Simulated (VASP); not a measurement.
Energy against volume of TiB$_{2}$ (AlB2 type). Calculation: PBE GGA, VASP's PBE PAW potentials (set 64) (plane waves; VASP). Settings: 520 eV cut-off, 12×12×10 Γ-centred mesh, first-order Methfessel-Paxton smearing of 0.10 eV, potentials Ti_sv B.

Shape and ions are relaxed at each volume.

| V (Å³/atom) | E (eV/atom) |
|---|---|
| 8.048 | -8.11594 |
| 8.304 | -8.13646 |
| 8.561 | -8.14302 |
| 8.818 | -8.13754 |

Problem. Fit these four points and predict the energy of the run at 9.075 Å³/atom.

Solution. A cubic in V^(−2/3), the third-order Birch-Murnaghan form, passes through the four points with V0 = 8.57 Å³/atom and B0 = 249 GPa, and gives -8.1217 eV/atom there. The run gave -8.1216 eV/atom, +0.1 meV/atom from the fit; all five points give B0 = 250 GPa.

The compound is TiB2 in the AlB2 type structure. It was relaxed first.
